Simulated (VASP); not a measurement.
Given:

```
CELL_PARAMETERS angstrom
      0.00000     2.63209     2.63209
      2.63209     0.00000     2.63209
      2.63209     2.63209     0.00000
ATOMIC_POSITIONS crystal
  K  0.00000 0.00000 0.00000
  F  0.50000 0.50000 0.50000
```

Method: r2SCAN meta-GGA, VASP's PBE PAW potentials (set 64) (plane waves; VASP). Run with 520 eV cut-off, 9×9×9 Γ-centred mesh, Gaussian smearing of 0.050 eV, potentials K_sv F.

### Question
The job: KF (rock salt), 2 atoms, r2SCAN, static run, 520 eV, 9×9×9 Γ-centred mesh. Roughly how much core time does it take on a busy server core?

### Answer
About 2 core-minutes (one run on a shared machine, a rough figure). It had 35 irreducible k-points, 12 bands, up to 1002 plane waves and 27 electronic steps.

The compound is KF in the rock salt structure. This cell is one point of a volume scan, at 0.97 of the reference volume.
